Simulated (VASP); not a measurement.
```yaml
crystal:
  lattice:
    - [-3.41318, 3.41318, 2.74637]
    - [3.41318, -3.41318, 2.74637]
    - [3.41318, 3.41318, -2.74637]
  atoms:
    - { symbol: Ge, position: [0.15800, 0.65800, 0.81600] }
    - { symbol: Ge, position: [0.34200, 0.15800, 0.50000] }
    - { symbol: Ge, position: [0.65800, 0.84200, 0.50000] }
    - { symbol: Ge, position: [0.84200, 0.34200, 0.18400] }
    - { symbol: W, position: [0.75000, 0.75000, 0.00000] }
    - { symbol: W, position: [0.25000, 0.25000, 0.00000] }
```

Level of theory: PBE GGA, VASP's PBE PAW potentials (set 64) (plane waves; VASP 6.6.1). Numerical set-up: 300 eV cut-off, 3×3×3 Γ-centred mesh, Gaussian smearing of 0.10 eV, potentials Ge_d W_sv.

At this cut-off the stress carries a Pulay error, which pulls relaxed volumes low.

Which forces act on the atoms, in eV/Å?

```
atom      Fx      Fy     Fz
----  ------  ------  -----
Ge1   -0.299  -0.299  0.000
Ge2   -0.299   0.299  0.000
Ge3    0.299  -0.299  0.000
Ge4    0.299   0.299  0.000
W5     0.000   0.000  0.000
W6     0.000   0.000  0.000
```

Give the stress tensor in GPa (positive for a compressed cell).

```
-21.16    0.00    0.00
  0.00  -21.16    0.00
  0.00    0.00  -18.13
```
The pressure is its mean diagonal, -20.15 GPa.

The structure was generated: Ge2W was put into an ordered model structure, which need not be its known phase. The cell was not relaxed at this level. The k-mesh is coarse (spacing up to 0.49 per Å, 2π included), so the numbers may not be converged in it.
